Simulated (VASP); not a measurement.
The system is GdN.

```
Gd N
1.0
     2.53500    2.53500    5.07000
     5.07000    2.53500    2.53500
     2.53500    5.07000    2.53500
Gd N
2 2
Cartesian
  0.0000 0.0000 0.0000
  5.0700 5.0700 5.0700
  2.5350 2.5350 2.5350
  7.6050 7.6050 7.6050
```

The cell comes from a database or a generator and needn't be the stable form of this composition.

Base run:

- Program: VASP 6.6.1
- Functional: PBE
- Potentials or basis: VASP PAW PBE potentials, release 64 (Gd, N)
- Cutoff: 520 eV
- k mesh: 7 × 7 × 7
- Occupations: fermi-dirac, width 0.05 eV
- Spin: collinear spin, ferromagnetic start
- Starting moments: [7.0, 7.0, 0.0, 0.0] μB
- Hubbard terms: Gd f U = 6 eV

Its results: band gap on the k mesh none (metal or under the smearing width); pressure -5.3 GPa; net moment 14.00 μB per cell; site moments Gd +6.87; N -0.11 μB.

Question: The run is repeated on the same cell with these changes: spin from collinear spin, ferromagnetic start to collinear spin, antiferromagnetic start; moments at the start from [7.0, 7.0, 0.0, 0.0] to [7.0, -7.0, 0.0, 0.0]. What comes out?

Answer: Band gap on the k mesh 0.25 eV; pressure -5.1 GPa; net moment 0.00 μB per cell; site moments Gd +6.86, -6.86; N +0.00 μB.

Caveats: spin-orbit coupling is left out, which moves the levels of the heavy elements; an odd mesh through Γ misses points on the zone boundary, where band edges often lie (some runs).

Not every run made on this cell is shown here.
